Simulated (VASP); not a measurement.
Method: PBE GGA, VASP's PBE PAW potentials (set 64) (plane waves; VASP 6.6.1).

VASP input:

File POSCAR:
```
NiSi2
1
    0.0000000000     2.7119465014     2.7119465014
    2.7119465014     0.0000000000     2.7119465014
    2.7119465014     2.7119465014     0.0000000000
Si Ni
2 1
Direct
  0.2500000000   0.2500000000   0.2500000000
  0.7500000000   0.7500000000   0.7500000000
  0.0000000000   0.0000000000   0.0000000000
```

**KPOINTS**
```
Regular mesh
0
Gamma
  10 10 10
0 0 0
```

**INCAR**
```
SYSTEM = NiSi2
PREC = Accurate
ENCUT = 480
EDIFF = 1E-7
NELM = 100
ALGO = Normal
LREAL = .FALSE.
LASPH = .TRUE.
ISMEAR = 1
SIGMA = 0.1
GGA = PE
LMAXMIX = 4
LWAVE = .FALSE.
LCHARG = .FALSE.
ISIF = 2
```

POTCAR, in this order: Si Ni (PBE.64 set). Program: vasp_std.

Output

### OSZICAR
```
       N       E                     dE             d eps       ncg     rms          rms(c)
DAV:   1     0.684800647838E+02    0.68480E+02   -0.75354E+03  1222   0.132E+03
DAV:   2    -0.152049602228E+02   -0.83685E+02   -0.78473E+02  1227   0.245E+02
DAV:   3    -0.193021814280E+02   -0.40972E+01   -0.40051E+01  1588   0.602E+01
DAV:   4    -0.193894182230E+02   -0.87237E-01   -0.83875E-01  1438   0.825E+00
DAV:   5    -0.193916735660E+02   -0.22553E-02   -0.22549E-02  1626   0.141E+00    0.164E+01
DAV:   6    -0.242317070500E+02   -0.48400E+01   -0.55349E+01  1320   0.184E+02    0.255E+01
DAV:   7    -0.174865836096E+02    0.67451E+01   -0.16034E+01  1475   0.115E+02    0.407E+00
DAV:   8    -0.174115092848E+02    0.75074E-01   -0.22810E+00  1766   0.259E+01    0.261E+00
DAV:   9    -0.173679820112E+02    0.43527E-01   -0.28018E-01  1496   0.108E+01    0.610E-01
DAV:  10    -0.173664689845E+02    0.15130E-02   -0.10222E-02  1705   0.206E+00    0.280E-01
DAV:  11    -0.173666027265E+02   -0.13374E-03   -0.97582E-04  1521   0.267E-01    0.454E-02
DAV:  12    -0.173666375720E+02   -0.34846E-04   -0.37570E-05  1544   0.806E-02    0.215E-02
DAV:  13    -0.173666390869E+02   -0.15149E-05   -0.22873E-05  1474   0.991E-02    0.860E-03
DAV:  14    -0.173666392912E+02   -0.20429E-06   -0.18821E-06  1562   0.122E-02    0.462E-03
DAV:  15    -0.173666392705E+02    0.20625E-07   -0.48410E-07  1513   0.165E-02
   1 F= -.17366639E+02 E0= -.17366348E+02  d E =-.874074E-03
```

OUTCAR:
```
------------------------ aborting loop because EDIFF is reached ----------------------------------------
  FORCE on cell =-STRESS in cart. coord.  units (eV):
  Direction    XX          YY          ZZ          XY          YZ          ZX
  --------------------------------------------------------------------------------------
  Total        0.4037711      0.4037711      0.4037711     -0.0000000      0.0000000      0.0000000
  in kB       16.2170729     16.2170729     16.2170729     -0.0000000      0.0000000      0.0000000
  external PRESSURE =      16.2170729 kB  Pullay stress =       0.0000000 kB
  volume of cell :       39.89
      direct lattice vectors                 reciprocal lattice vectors
     0.000000000  2.711946501  2.711946501    -0.184369419  0.184369419  0.184369419
     2.711946501  0.000000000  2.711946501     0.184369419 -0.184369419  0.184369419
     2.711946501  2.711946501  0.000000000     0.184369419  0.184369419 -0.184369419
 POSITION                                       TOTAL-FORCE (eV/Angst)
 -----------------------------------------------------------------------------------
      1.35597      1.35597      1.35597        -0.000000      0.000000      0.000000
      4.06792      4.06792      4.06792         0.000000     -0.000000     -0.000000
      0.00000      0.00000      0.00000         0.000000      0.000000     -0.000000
 -----------------------------------------------------------------------------------
    total drift:                               -0.000000     -0.000000      0.000000
  FREE ENERGIE OF THE ION-ELECTRON SYSTEM (eV)
  ---------------------------------------------------
  free  energy   TOTEN  =       -17.3666392705 eV

  energy  without entropy=      -17.3657651969  energy(sigma->0) =      -17.36634791
```
(Selected blocks of OUTCAR.)

The compound is NiSi2 in the fluorite structure. This cell was strained or had an atom moved on purpose. The run is not spin-polarised, so no magnetic state was tried.
